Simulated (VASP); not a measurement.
BaO (rock salt), at 1.04 of the tabulated volume:

```xyz
2
Lattice="0.0000 2.8065 2.8065 2.8065 0.0000 2.8065 2.8065 2.8065 0.0000" Properties=species:S:1:pos:R:3 pbc="T T T"
Ba     0.0000     0.0000     0.0000
O      2.8065     2.8065     2.8065
```

The lowest empty band near X, direction across the valley's axis, from PBE with spin-orbit coupling in VASP (PAW); its two spin partners are averaged. The gap over the points computed is 2.04 eV, and the next band on that side lies 3.71 eV away at the edge.

Numerical set-up: 520 eV cut-off, 9×9×9 Γ-centred mesh, Gaussian smearing of 0.050 eV, potentials Ba_sv O.

| distance from the edge in k (1/Å) | distance in energy (meV) |
|---|---|
| 0.018 | 3.3 |
| 0.025 | 6.3 |
| 0.035 | 12.4 |
| 0.050 | 25.4 |
| 0.070 | 49.6 |

Question: Fit E(1 + αE) = ħ²k²/2m* (ħ²/2m0 = 3.810 eV Å²) and predict the row at 0.095 1/Å.

Answer: The rows don't resolve α, so a parabola serves: the electron mass is m* = 0.376 m0, and so 91.4 meV. The run gave 90.9 meV, -0.5 meV from the fit.

Left out are points under 3 meV from the edge, since the levels carry 0.1 meV, and points farther than half the way to the next band.

The compound is BaO in the rock salt structure. The cell was not relaxed at this level.
